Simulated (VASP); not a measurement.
Given:

```
CELL_PARAMETERS angstrom
      0.00000     1.84365     1.84365
      1.84365     0.00000     1.84365
      1.84365     1.84365     0.00000
ATOMIC_POSITIONS crystal
  B  0.00000 0.00000 0.00000
  N  0.25000 0.25000 0.25000
```

Calculation: PBE GGA, VASP's PBE PAW potentials (set 64) (plane waves; VASP 6.6.1). Numerical set-up: 520 eV cut-off, 11×11×11 Γ-centred mesh, Gaussian smearing of 0.050 eV, potentials B N.

Q: Give the stress tensor in GPa (positive for a compressed cell).

A: 
```
-17.26    0.00    0.00
  0.00  -17.26    0.00
  0.00    0.00  -17.26
```
The pressure is its mean diagonal, -17.26 GPa.

The compound is BN in the zinc blende structure. The cell was not relaxed at this level.
